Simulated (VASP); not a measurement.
Given:

```
CELL_PARAMETERS angstrom
      5.90725     0.00000     0.00000
      0.00000     5.90725     0.00000
      0.00000     0.00000     5.90725
ATOMIC_POSITIONS crystal
  Na 0.00000 0.00000 0.00000
  Na 0.50000 0.50000 0.00000
  Na 0.50000 0.00000 0.50000
  Cl 0.50000 0.50000 0.50000
  Cl 0.00000 0.00000 0.50000
  Cl 0.00000 0.50000 0.00000
  Cl 0.50000 0.00000 0.00000
  K  0.00000 0.50000 0.50000
```

These are PBE GGA, VASP's PBE PAW potentials (set 64) (plane waves; VASP) values and carry that method's errors. Numerical set-up: 400 eV cut-off, Gaussian smearing of 0.050 eV, potentials Na_pv Cl K_sv.

Q: Estimate the band gap (along the path) with the smallest direct gap where there is one.

A: 
```
Quantity                                Value
------------------------------------  -------
band gap (along the path)             4.73 eV
smallest direct gap (along the path)  4.73 eV
```

The absolute energy has meaning only against runs of the same code, potentials and settings.

The structure was generated: KNa3Cl4 was put into an ordered model structure (Pm-3m), which need not be its known phase. It was relaxed first, which changed the volume by +6 %.
